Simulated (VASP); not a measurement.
InAsF6:

```xyz
8
Lattice="3.8193 2.2051 2.6199 -3.8193 2.2051 2.6199 0.0000 -4.4102 2.6199" Properties=species:S:1:pos:R:3 pbc="T T T"
In    0.0000    0.0000    0.0000
As    0.0000    0.0000    3.9299
F    -0.2783   -1.4179    2.8919
F     1.0888   -0.9499    4.9679
F    -1.3671   -0.4680    4.9679
F     0.2783    1.4179    4.9679
F     1.3671    0.4680    2.8919
F    -1.0888    0.9499    2.8919
```

The cell comes from a database or a generator and needn't be the stable form of this composition.

```yaml
Program: VASP 6.6.1
Task: single point
Functional: PBE
Potentials_or_basis: VASP PAW PBE potentials, release 64 (In_d, As, F)
Cutoff: 520 eV
k_mesh: 5 × 5 × 5
Occupations: fermi-dirac, width 0.05 eV
Spin: no spin polarisation
```

On this cell: pressure 0.0 GPa; largest force 0.011 eV/Å; band gap on the k mesh 3.44 eV, indirect (least direct gap 3.65 eV).

The same run follows on a disturbed copy (atoms moved at random, drawn with an rms of 0.05 Å):

```
In As F
1.0
     3.81934    2.20510    2.61994
    -3.81934    2.20510    2.61994
     0.00000   -4.41019    2.61994
In As F
1 1 6
Direct
  0.00444 0.00084 0.99738
  0.51449 0.49455 0.49853
  0.23584 0.29091 0.58234
  0.69694 0.41614 0.78508
  0.41288 0.76564 0.70326
  0.76846 0.70220 0.40783
  0.58041 0.23361 0.29770
  0.29679 0.58083 0.22584
```

What changes?

The energy moves by +28.1 meV/atom; pressure 2.1 GPa; largest force 3.798 eV/Å; band gap on the k mesh 3.63 eV, indirect (least direct gap 3.84 eV).

Forces in eV/Å, atoms in the order of the input:
```
In   0.101  0.078  0.061
As  -3.418 -1.650 -0.121
F   -0.016 -0.028 -0.160
F    0.466  0.336  0.276
F    0.285  0.266  0.081
F    0.336  0.573  0.834
F    2.005  0.614 -1.131
F    0.240 -0.189  0.161
```

Stress tensor (GPa, compression positive):
```
 2.77  1.30 -1.55
 1.30  0.80  0.73
-1.55  0.73  2.61
```

Caveats: spin-orbit coupling is left out, which moves the levels of the heavy elements; an odd mesh through Γ misses points on the zone boundary, where band edges often lie.
